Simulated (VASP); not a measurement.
An input for Quantum ESPRESSO's pw.x (written as the equivalent of a VASP run, and not itself run):

```
&CONTROL
  calculation = 'scf'
  pseudo_dir = './pseudo'
  outdir = './out'
  tprnfor = .true.
  tstress = .true.
/
&SYSTEM
  ibrav = 0
  nat = 2
  ntyp = 1
  ecutwfc = 102
  occupations = 'smearing'
  smearing = 'methfessel-paxton'
  degauss = 0.00735
  input_dft = 'pbe'
/
&ELECTRONS
  conv_thr = 7.3e-08
  electron_maxstep = 100
/
ATOMIC_SPECIES
  Cd 112.414 Cd.upf
CELL_PARAMETERS angstrom
     1.5198000   -2.6323710    0.0000000
     1.5198000    2.6323710    0.0000000
     0.0000000    0.0000000    5.7324000
ATOMIC_POSITIONS crystal
  Cd   0.3333330  0.6666670  0.2500000
  Cd   0.6666670  0.3333330  0.7500000
K_POINTS automatic
  12 12 6 0 0 0
```

Problem. Write the VASP files for the same calculation (PBE).

Solution. This is not unique; one that fits is 
**INCAR**
```
# general
SYSTEM =Cd
PREC   =Accurate
ENCUT  =400
LREAL  =.False.
LASPH  =.True.

# electronic loop
EDIFF  =1E-6
NELM   =100
ALGO   =Conjugate
LMAXMIX=4

# smearing
ISMEAR =1
SIGMA  =0.1

# functional
GGA    =PE

# ions
ISIF   =2

# output
LWAVE  =.False.
LCHARG =.False.
```

POSCAR:
```
Cd
5.73240
  0.2651245552  -0.4592092317   0.0000000000
  0.2651245552   0.4592092317   0.0000000000
  0.0000000000   0.0000000000   1.0000000000
Cd
2
Cart
  0.2651245552   0.1530700501   0.2500000000
  0.2651245552  -0.1530700501   0.7500000000
```

File KPOINTS:
```
Regular mesh
0
G
  12 12 6
0 0 0
```

POTCAR, in this order: Cd (PBE.64 set). Program: vasp_std.

What does not carry over: the potentials are each code's own (VASP's PAW set, PseudoDojo norm-conserving files in pw.x), so ENCUT and ecutwfc are chosen apart and not converted; conv_thr bounds pw.x's estimated SCF error, while EDIFF bounds the energy change between steps.

The compound is Cd in the hcp structure. The cell was not relaxed at this level. The run is one of a series of settings (ALGO = Conjugate against the base run), some of them coarse on purpose.
